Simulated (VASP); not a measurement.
The input files of a VASP run:

**INCAR**
```
SYSTEM = MgO
PREC = Accurate
ENCUT = 520
EDIFF = 1E-7
NELM = 100
ALGO = Normal
LREAL = .FALSE.
LASPH = .TRUE.
ISMEAR = 0
SIGMA = 0.05
GGA = RE
LWAVE = .FALSE.
LCHARG = .FALSE.
ISIF = 2
```

File KPOINTS:
```
K-points
0
G
 11 11 11
```

### POSCAR
```
MgO
2.964520
  0.0000000000   0.7071068210   0.7071068210
  0.7071068210   0.0000000000   0.7071068210
  0.7071068210   0.7071068210   0.0000000000
Mg O
1 1
Direct
  0.0000000000   0.0000000000   0.0000000000
  0.5000000000   0.5000000000   0.5000000000
```

POTCAR, in this order: Mg O (PBE.64 set). Program: vasp_std.

Question: Write an equivalent input for Quantum ESPRESSO's pw.x.

Answer: One equivalent input (not run):
```
&CONTROL
  calculation = 'scf'
  pseudo_dir = './pseudo'
  outdir = './out'
  tprnfor = .true.
  tstress = .true.
/
&SYSTEM
  ibrav = 0
  nat = 2
  ntyp = 2
  ecutwfc = 84
  occupations = 'smearing'
  smearing = 'gaussian'
  degauss = 0.003675
  input_dft = 'revpbe'
/
&ELECTRONS
  conv_thr = 7.3e-09
  electron_maxstep = 100
/
ATOMIC_SPECIES
  Mg 24.305 Mg.upf
  O 15.999 O.upf
CELL_PARAMETERS angstrom
     0.0000000    2.0962323    2.0962323
     2.0962323    0.0000000    2.0962323
     2.0962323    2.0962323    0.0000000
ATOMIC_POSITIONS crystal
  Mg   0.0000000  0.0000000  0.0000000
  O    0.5000000  0.5000000  0.5000000
K_POINTS automatic
  11 11 11 0 0 0
```
What does not carry over: the potentials are each code's own (VASP's PAW set, PseudoDojo norm-conserving files in pw.x), so ENCUT and ecutwfc are chosen apart and not converted; conv_thr bounds pw.x's estimated SCF error, while EDIFF bounds the energy change between steps.

The compound is MgO in the rock salt structure. This cell is one point of a volume scan, at 0.94 of the reference volume.
